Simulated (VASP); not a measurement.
Calculation: PBE GGA, VASP's PBE PAW potentials (set 64) (plane waves; VASP).

VASP ran on this input.

### INCAR
```
! general
SYSTEM   =  Cr
PREC     =  Accurate
ENCUT    =  480   ! plane-wave cut-off (eV)
LREAL    =  .False.   ! projection in real space or not
LASPH    =  .True.   ! aspherical one-centre terms

! electronic loop
EDIFF    =  1E-7
NELM     =  100
ALGO     =  Normal   ! blocked Davidson
LMAXMIX  =  4   ! l cut-off of mixed one-centre charges

! smearing
ISMEAR   =  1   ! Methfessel-Paxton
SIGMA    =  0.1   ! width (eV)

! functional
GGA      =  PE   ! PBE

! spin
ISPIN    =  2
MAGMOM   =  1.0 -1.0

! ions
IBRION   =  2   ! conjugate gradients
NSW      =  40   ! most ionic steps
ISIF     =  3   ! ions, shape and volume
EDIFFG   =  -0.01   ! ionic stop
PSTRESS  =  10

! output
LWAVE    =  .False.
LCHARG   =  .False.
LORBIT   =  10
```

### POSCAR
```
Cr
1
    2.8573166595     0.0000000000     0.0000000000
    0.0000000000     2.8573166595     0.0000000000
    0.0000000000     0.0000000000     2.8573166595
Cr
2
Direct
  0.0000000000   0.0000000000   0.0000000000
  0.5000000000   0.5000000000   0.5000000000
```

**KPOINTS**
```
Regular mesh
0
Gamma
12 12 12
```

POTCAR, in this order: Cr_pv (PBE.64 set). Program: vasp_std.

Output of the run:

File OUTCAR:
```
 ion  position               nearest neighbor table
   1  0.000  0.000  0.000-   2 2.47   2 2.47   2 2.47   2 2.47   2 2.47   2 2.47   2 2.47   2 2.47
  LATTYP: Found a simple cubic cell.
 ALAT       =     2.8573166595
 Subroutine PRICEL returns following result:
  LATTYP: Found a body centered cubic cell.
 ALAT       =     2.8573166595
 Subroutine GETGRP returns: Found 48 space group operations
The static configuration has the point symmetry O_h .
The dynamic configuration has the point symmetry O_h .
The overall configuration has the point symmetry O_h .
 Subroutine INISYM returns: Found 48 space group operations
 Subroutine IBZKPT returns following result:
 Found     84 irreducible k-points:

 Following reciprocal coordinates:
            Coordinates               Weight
  0.000000  0.000000  0.000000      1.000000
  0.083333  0.000000  0.000000      6.000000
  0.166667  0.000000  0.000000      6.000000
  0.250000  0.000000  0.000000      6.000000
  0.333333  0.000000  0.000000      6.000000
  0.416667  0.000000  0.000000      6.000000
  0.500000  0.000000  0.000000      3.000000
  0.083333  0.083333  0.000000     12.000000
  0.166667  0.083333  0.000000     24.000000
  0.250000  0.083333  0.000000     24.000000
  0.333333  0.083333  0.000000     24.000000
  0.416667  0.083333  0.000000     24.000000
  0.500000  0.083333  0.000000     12.000000
  0.166667  0.166667  0.000000     12.000000
  0.250000  0.166667  0.000000     24.000000
  0.333333  0.166667  0.000000     24.000000
  0.416667  0.166667  0.000000     24.000000
  0.500000  0.166667  0.000000     12.000000
  0.250000  0.250000  0.000000     12.000000
  0.333333  0.250000  0.000000     24.000000
  0.416667  0.250000  0.000000     24.000000
  0.500000  0.250000  0.000000     12.000000
  0.333333  0.333333  0.000000     12.000000
...
```

File OSZICAR:
```
       N       E                     dE             d eps       ncg     rms          rms(c)
DAV:   1     0.222023648128E+03    0.22202E+03   -0.13792E+04  5408   0.174E+03
DAV:   2    -0.142366205812E+02   -0.23626E+03   -0.23445E+03  5672   0.486E+02
DAV:   3    -0.221741707960E+02   -0.79376E+01   -0.78804E+01  7000   0.101E+02
DAV:   4    -0.222830349249E+02   -0.10886E+00   -0.10865E+00  6336   0.121E+01
DAV:   5    -0.222859625298E+02   -0.29276E-02   -0.29276E-02  7488   0.157E+00    0.184E+01
DAV:   6    -0.190661684405E+02    0.32198E+01   -0.19244E+01  5744   0.528E+01    0.402E+00
DAV:   7    -0.190616403170E+02    0.45281E-02   -0.23489E-01  5776   0.695E+00    0.241E+00
DAV:   8    -0.190566681963E+02    0.49721E-02   -0.28846E-02  7256   0.157E+00    0.121E+00
DAV:   9    -0.190542265935E+02    0.24416E-02   -0.77777E-02  6600   0.206E+00    0.449E-01
DAV:  10    -0.190556581142E+02   -0.14315E-02   -0.43369E-03  7728   0.552E-01    0.348E-01
DAV:  11    -0.190596332943E+02   -0.39752E-02   -0.12112E-01  7064   0.216E+00    0.230E-01
DAV:  12    -0.190599441667E+02   -0.31087E-03   -0.36495E-03  6288   0.509E-01    0.989E-02
DAV:  13    -0.190599826268E+02   -0.38460E-04   -0.33321E-04  6856   0.193E-01    0.636E-02
DAV:  14    -0.190600371275E+02   -0.54501E-04   -0.57439E-04  6944   0.140E-01    0.343E-02
DAV:  15    -0.190600513390E+02   -0.14211E-04   -0.88744E-04  6912   0.177E-01    0.420E-03
DAV:  16    -0.190600523763E+02   -0.10373E-05   -0.11346E-05  5520   0.433E-02    0.461E-03
DAV:  17    -0.190600519241E+02    0.45220E-06   -0.63252E-07  7824   0.839E-03    0.360E-03
DAV:  18    -0.190600515837E+02    0.34041E-06   -0.73202E-08  2744   0.316E-03    0.446E-03
DAV:  19    -0.190600515820E+02    0.16448E-08   -0.27446E-07  3456   0.302E-03
   1 F= -.18914451E+02 E0= -.18914437E+02  d E =-.189145E+02  mag=     0.0000
       N       E                     dE             d eps       ncg     rms          rms(c)
DAV:   1    -0.190631088027E+02   -0.30572E-02   -0.58857E-02  5632   0.361E+00    0.447E-01
DAV:   2    -0.190604751230E+02    0.26337E-02   -0.18479E-02  5808   0.150E+00    0.140E-01
DAV:   3    -0.190604509193E+02    0.24204E-04   -0.23470E-04  5888   0.191E-01    0.774E-02
DAV:   4    -0.190604407836E+02    0.10136E-04   -0.13091E-05  6704   0.432E-02    0.336E-02
DAV:   5    -0.190604339140E+02    0.68696E-05   -0.31768E-05  6664   0.552E-02    0.577E-03
DAV:   6    -0.190604350676E+02   -0.11537E-05   -0.29532E-06  6144   0.142E-02    0.407E-03
DAV:   7    -0.190604357950E+02   -0.72735E-06   -0.19379E-06  6760   0.110E-02    0.195E-03
DAV:   8    -0.190604360021E+02   -0.20712E-06   -0.34766E-07  3864   0.339E-03    0.995E-04
DAV:   9    -0.190604359942E+02    0.79222E-08   -0.52372E-08  2696   0.148E-03
   2 F= -.18914453E+02 E0= -.18914430E+02  d E =-.232763E-05  mag=     0.0000
       N       E                     dE             d eps       ncg     rms          rms(c)
DAV:   1    -0.190608898158E+02   -0.45381E-03   -0.13602E-02  5632   0.173E+00    0.215E-01
DAV:   2    -0.190602844424E+02    0.60537E-03   -0.42152E-03  5808   0.721E-01    0.670E-02
DAV:   3    -0.190602798172E+02    0.46252E-05   -0.51508E-05  5992   0.893E-02    0.374E-02
DAV:   4    -0.190602773801E+02    0.24371E-05   -0.28496E-06  6672   0.205E-02    0.164E-02
DAV:   5    -0.190602754160E+02    0.19641E-05   -0.71342E-06  6648   0.265E-02    0.275E-03
DAV:   6    -0.190602753196E+02    0.96366E-07   -0.65758E-07  5624   0.685E-03
   3 F= -.18914476E+02 E0= -.18914457E+02  d E =-.257004E-04  mag=     0.0000
```

### OUTCAR
```
------------------------ aborting loop because EDIFF is reached ----------------------------------------
  FORCE on cell =-STRESS in cart. coord.  units (eV):
  Direction    XX          YY          ZZ          XY          YZ          ZX
  --------------------------------------------------------------------------------------
  Total        0.1416028      0.1416028      0.1416028      0.0000000     -0.0000000      0.0000000
  in kB        9.7121893      9.7121893      9.7121893      0.0000000     -0.0000000      0.0000000
  external PRESSURE =      -0.2878107 kB  Pullay stress =      10.0000000 kB
  volume of cell :       23.36
      direct lattice vectors                 reciprocal lattice vectors
     2.858611519 -0.000000000 -0.000000000     0.349820181  0.000000000  0.000000000
    -0.000000000  2.858611519 -0.000000000     0.000000000  0.349820181  0.000000000
     0.000000000 -0.000000000  2.858611519     0.000000000  0.000000000  0.349820181
 POSITION                                       TOTAL-FORCE (eV/Angst)
 -----------------------------------------------------------------------------------
      0.00000      0.00000      0.00000        -0.000000     -0.000000     -0.000000
      1.42931      1.42931      1.42931         0.000000      0.000000      0.000000
 -----------------------------------------------------------------------------------
    total drift:                               -0.000000      0.000000      0.000000
  FREE ENERGIE OF THE ION-ELECTRON SYSTEM (eV)
  ---------------------------------------------------
  free  energy   TOTEN  =       -19.0602753196 eV

  energy  without entropy=      -19.0602172631  energy(sigma->0) =      -19.06025597
  enthalpy is  TOTEN    =       -18.9144762221 eV   P V=        0.1457990975

 total charge

# of ion       s       p       d       tot
------------------------------------------
    1        0.436   6.398   4.203  11.037
    2        0.436   6.398   4.203  11.037
--------------------------------------------------
tot          0.872  12.795   8.407  22.074

 magnetization (x)

# of ion       s       p       d       tot
------------------------------------------
    1        0.013   0.008   1.042   1.063
    2       -0.013  -0.008  -1.042  -1.063
--------------------------------------------------
tot          0.000   0.000   0.000   0.000

 reached required accuracy - stopping structural energy minimisation
```
(Selected blocks of OUTCAR.)

**CONTCAR**
```
Cr
   1.00000000000000
     2.8586115185578187   -0.0000000000000000   -0.0000000000000000
    -0.0000000000000000    2.8586115185578191   -0.0000000000000000
     0.0000000000000000   -0.0000000000000000    2.8586115185578191
  Cr
     2
Direct
     0.0000000000000000    0.0000000000000000    0.0000000000000000
     0.5000000000000000    0.5000000000000000    0.5000000000000000
```

### OUTCAR
```
 val. band max:       10.7967323080   @ k =   0.3333   0.0833   0.0000

 cond. band min:      10.8788597933   @ k =   0.4167   0.0000   0.0000


 Fermi energy:        10.8121208621

 spin component 1

 k-point     1 :       0.0000    0.0000    0.0000
  band No.  band energies     occupation
      1     -32.7391      1.00000
      2     -32.7391      1.00000
      3     -32.7391      1.00000
      4     -31.5135      1.00000
      5     -31.5135      1.00000
      6     -31.5135      1.00000
      7       3.0062      1.00000
      8       6.5949      1.00000
      9       6.5949      1.00000
     10       9.9100      1.00000
     11       9.9100      1.00000
     12       9.9100      1.00000
     13      12.0469     -0.00000
     14      12.0469     -0.00000
     15      13.4079      0.00000
     16      13.4079      0.00000

 k-point     2 :       0.0833    0.0000    0.0000
  band No.  band energies     occupation
      1     -32.7447      1.00000
      2     -32.7332      1.00000
      3     -32.7332      1.00000
      4     -31.5299      1.00000
      5     -31.5176      1.00000
      6     -31.5176      1.00000
      7       3.1578      1.00000
      8       6.6724      1.00000
      9       6.6799      1.00000
     10       9.8998      1.00000
     11       9.8998      1.00000
     12       9.9582      1.00000
     13      11.9413     -0.00000
     14      12.0871     -0.00000
     15      13.2129      0.00000
     16      13.2129      0.00000

 k-point     3 :       0.1667    0.0000    0.0000
  band No.  band energies     occupation
      1     -32.7605      1.00000
      2     -32.7174      1.00000
      3     -32.7174      1.00000
      4     -31.5759      1.00000
      5     -31.5301      1.00000
      6     -31.5301      1.00000
      7       3.5997      1.00000
      8       6.9016      1.00000
      9       6.9088      1.00000
     10       9.8782      1.00000
     11       9.8782      1.00000
...
```

The compound is Cr in the bcc, AFM order structure. This run relaxes it under an external pressure of 1 GPa. Symmetry was kept, so distortions that lower it aren't found.
